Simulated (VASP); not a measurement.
Here is the system:

```yaml
crystal:
  lattice:
    - [4.30614, 0.00000, 0.00000]
    - [2.87076, 3.20961, 0.00000]
    - [0.00000, 0.00000, 29.13414]
  atoms:
    - { symbol: Ni, position: [0.44873, 0.44873, 0.27408], spin: 0.8 }
    - { symbol: Ni, position: [0.75019, 0.75019, 0.29771], spin: 0.8 }
    - { symbol: Ni, position: [0.05238, 0.05238, 0.32260], spin: 0.8 }
    - { symbol: Ni, position: [0.34930, 0.34930, 0.35105], spin: 0.8 }
    - { symbol: Ni, position: [0.64866, 0.64866, 0.37829], spin: 0.8 }
    - { symbol: Ni, position: [0.94991, 0.94991, 0.40494], spin: 0.8 }
    - { symbol: Ni, position: [0.25048, 0.25048, 0.43214], spin: 0.8 }
    - { symbol: Ni, position: [0.55051, 0.55051, 0.45942], spin: 0.8 }
    - { symbol: Ni, position: [0.85020, 0.85020, 0.48634], spin: 0.8 }
    - { symbol: Ni, position: [0.14980, 0.14980, 0.51366], spin: 0.8 }
    - { symbol: Ni, position: [0.44949, 0.44949, 0.54058], spin: 0.8 }
    - { symbol: Ni, position: [0.74952, 0.74952, 0.56786], spin: 0.8 }
    - { symbol: Ni, position: [0.05009, 0.05009, 0.59506], spin: 0.8 }
    - { symbol: Ni, position: [0.35134, 0.35134, 0.62171], spin: 0.8 }
    - { symbol: Ni, position: [0.65070, 0.65070, 0.64895], spin: 0.8 }
    - { symbol: Ni, position: [0.94762, 0.94762, 0.67740], spin: 0.8 }
    - { symbol: Ni, position: [0.24981, 0.24981, 0.70229], spin: 0.8 }
    - { symbol: Ni, position: [0.55127, 0.55127, 0.72592], spin: 0.8 }
```

Method: PBE GGA, VASP's PBE PAW potentials (set 64) (plane waves; VASP). Settings: PREC = Normal, LREAL = Auto, 400 eV cut-off, 9×9×1 Γ-centred mesh, first-order Methfessel-Paxton smearing of 0.10 eV, potentials Ni.

Problem. What does the run give for the cell moment, energy per atom (σ→0), band gap (on the k-mesh) with the smallest direct gap where there is one?

Solution. 
```json
{
  "band gap (on the k-mesh)": "none (metal, semimetal or under 0.01 eV)",
  "cell_moment": "11.97 μB",
  "energy per atom (σ→0)": "-5.242 eV/atom"
}
```

Problem. Give the moment on each site (PAW-sphere projection).

Solution. 
```csv
site,moment (μB)
Ni1,0.79
Ni2,0.71
Ni3,0.65
Ni4,0.66
Ni5,0.66
Ni6,0.67
Ni7,0.64
Ni8,0.65
Ni9,0.65
Ni10,0.65
Ni11,0.65
Ni12,0.64
Ni13,0.67
Ni14,0.66
Ni15,0.66
Ni16,0.65
Ni17,0.71
Ni18,0.79
```

Only differences to runs with the same potentials and settings are physical.

The cell is a thin slab with vacuum, built from Ni (fcc): (210) face.
